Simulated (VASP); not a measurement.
Here is the system:

```
CELL_PARAMETERS angstrom
      0.00000     2.33826     2.33826
      2.33826     0.00000     2.33826
      2.33826     2.33826     0.00000
ATOMIC_POSITIONS crystal
  Y  0.00000 0.00000 0.00000
  N  0.50000 0.50000 0.50000
```

All values below come from LDA (Ceperley-Alder, Perdew-Zunger), VASP's LDA PAW potentials (set 64) (plane waves; VASP). Numerical set-up: 620 eV cut-off, 13×13×13 Γ-centred mesh, first-order Methfessel-Paxton smearing of 0.10 eV, potentials Y_sv N.

Energy and stress use the plane-wave basis of the starting cell.

### Question
The ions, cell shape and volume at an external pressure of 30.0 GPa are relaxed. Give the cell that the relaxation ends in.

### Answer

```
CELL_PARAMETERS angstrom
      0.00000     2.31052     2.31052
      2.31052     0.00000     2.31052
      2.31052     2.31052     0.00000
ATOMIC_POSITIONS crystal
  Y  0.00000 0.00000 0.00000
  N  0.50000 0.50000 0.50000
```
Space group Fm-3m (225), at a tolerance of 0.03 Å.

### Question
How do energy and volume change from the first to the last step?

### Answer
The energy (σ→0) changes by +69.8 meV/atom and the volume by -3.5 %, in 4 ionic steps.

The compound is YN in the rock salt structure. This run relaxes it under an external pressure of 30 GPa. Symmetry was kept, so distortions that lower it aren't found.
